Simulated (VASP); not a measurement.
Runs of VASP 6.6.1 on Be2Al5. Symmetry: P4/mmm, No. 123, tetragonal system. Conventional cell: a = 6.411 Å, b = 6.411 Å, c = 2.688 Å, α = 90.00°, β = 90.00°, γ = 90.00°. Be (site symmetry mmm) is surrounded by 8 Al at 2.66 Å and 2 Be at 2.69 Å. Al (site symmetry m2m) is surrounded by 5 Al at 2.64 to 2.69 Å and 4 Be at 2.66 Å. Around Al (site symmetry 4/mmm) lie 6 Al at 2.64 to 2.69 Å. The cell was built by a generator and needn't be a form met in nature.

| task | level | cell | k mesh | cutoff (eV) | pressure (GPa) | relaxed volume (Å³/atom) | largest force (eV/Å) |
| --- | --- | --- | --- | --- | --- | --- | --- |
| relaxation of cell and atoms | BLYP | relaxed | 3 × 3 × 7 | 600 | 0.0 | 16.75 | - |
| relaxation of cell and atoms | PW91 | relaxed | 3 × 3 × 7 | 600 | 0.0 | (a) | 0.01 |
| relaxation of cell and atoms | PBE | relaxed | 3 × 3 × 7 | 600 | 0.0 | 15.81 | 0.01 |
| relaxation of cell and atoms | vdW-DF-cx | relaxed | 3 × 3 × 7 | 600 | 0.0 | 15.83 | 0.02 |

Alike in all rows: potentials or basis VASP PAW PBE potentials, release 64 (Be, Al); no spin polarisation; smearing fermi-dirac 0.05 eV.

Problem. Fill in the values left out.

Solution. (a) 15.89.

Caveats: the PAW data sets were made with another functional, which shifts forces and pressure a little (some runs).

Not every run made on this cell is shown here.
